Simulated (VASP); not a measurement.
# Ga11CuP12 (a cell with a defect): single point with PBEsol+U

The system is Ga11CuP12 (a cell with a defect).

```
CELL_PARAMETERS angstrom
0.00000 8.17575 8.17575
5.45050 0.00000 5.45050
5.45050 5.45050 0.00000
ATOMIC_POSITIONS crystal
Cu 0.99761 0.00071 0.00078
Ga 0.00034 0.00277 0.49858
Ga 0.99937 0.49967 0.00239
Ga 0.99913 0.49906 0.49992
Ga 0.32925 0.00128 0.00225
Ga 0.32976 0.00125 0.50138
Ga 0.32935 0.50127 0.00183
Ga 0.33175 0.49896 0.50166
Ga 0.66758 0.00032 0.00409
Ga 0.66625 0.99988 0.49822
Ga 0.66568 0.49300 0.00590
Ga 0.66621 0.49759 0.50267
P 0.07998 0.12230 0.12167
P 0.08165 0.12032 0.63751
P 0.08107 0.63673 0.12105
P 0.08166 0.62610 0.62590
P 0.41667 0.12479 0.12534
P 0.41563 0.12375 0.62685
P 0.41492 0.62520 0.12623
P 0.41578 0.62449 0.62550
P 0.75880 0.11901 0.12472
P 0.75003 0.12251 0.62751
P 0.74927 0.62360 0.12728
P 0.74908 0.62277 0.62838
```

- Program: VASP 6.6.1
- Task: single point
- Functional: PBEsol
- Potentials or basis: VASP PAW PBE potentials, release 64 (Cu, Ga_d, P)
- Cutoff: 350 eV
- k mesh: 2 × 2 × 2
- Occupations: gaussian, width 0.03 eV
- Spin: collinear spin, ferromagnetic start
- Starting moments: [2.0, 0.0, 0.0, 0.0, 0.0, 0.0, 0.0, 0.0, 0.0, 0.0, 0.0, 0.0, 0.0, 0.0, 0.0, 0.0, 0.0, 0.0, 0.0, 0.0, 0.0, 0.0, 0.0, 0.0] μB
- Fixed moment: 2 μB
- Hubbard terms: Cu d U = 5 eV
- Dq: 0
- Further INCAR settings: LREAL = Auto; ALGO = Normal; EDIFF = 1e-05; ISYM = 0

```yaml
Pressure: -1.7 GPa
Largest_force: 0.191 eV/Å
Net_moment: 2.00 μB per cell
Site_moments: Cu +0.24; Ga +0.02, +0.01; P +0.16, +0.15, +0.01, +0.07, +0.04, +0.02, +0.10, +0.03 μB
Valence_electrons_inside_the_program's_atomic_spheres: Cu 10.18; Ga 11.71, 11.70, 11.72; P 2.49, 2.52, 2.50
```

Forces on the atoms (eV/Å):
```
Cu  -0.004  0.109  0.084
Ga  -0.046  0.123  0.062
Ga  -0.063  0.096  0.104
Ga  -0.112  0.094  0.090
Ga   0.062  0.028 -0.001
Ga   0.023  0.010 -0.014
Ga   0.026 -0.001 -0.012
Ga   0.069 -0.071 -0.047
Ga   0.025  0.037  0.026
Ga   0.034  0.050 -0.022
Ga   0.016 -0.034  0.054
Ga   0.047 -0.050 -0.029
P    0.027 -0.033 -0.030
P    0.011 -0.190 -0.022
P    0.027 -0.020 -0.173
P    0.006 -0.013 -0.024
P   -0.010 -0.014 -0.013
P   -0.064 -0.010  0.028
P   -0.060  0.033  0.007
P   -0.018  0.056  0.050
P   -0.035 -0.143 -0.093
P   -0.004 -0.017 -0.028
P    0.003 -0.037 -0.003
P    0.042 -0.005  0.005
```

Stress tensor (GPa, compression positive):
```
-1.65 -0.06 -0.10
-0.06 -1.68 -0.03
-0.10 -0.03 -1.66
```

Eigenvalues of the final occupation matrices:
```csv
site,spin,trace,eigenvalues
site 1 d,1,4.75,0.94 0.94 0.95 0.95 0.95
site 1 d,2,4.56,0.88 0.89 0.91 0.94 0.94
```

Run time: 18 min on 1 thread of AMD EPYC 9R45 (Zen 5) (shared host), peak memory 0.71 GiB.

Caveat: the k mesh is coarse (spacing up to 0.50 Å⁻¹), so the values aren't converged; the cutoff is under 1.25 times the usual one of these potentials, so pressure, stress and relaxed cells hold a basis-set (Pulay) error; the PAW data sets were made with another functional, which shifts forces and pressure a little; the total moment is fixed, so each spin has its own Fermi level; the U is typed as a test and isn't derived for this compound. The state reached can hang on the start; a lower one may exist.
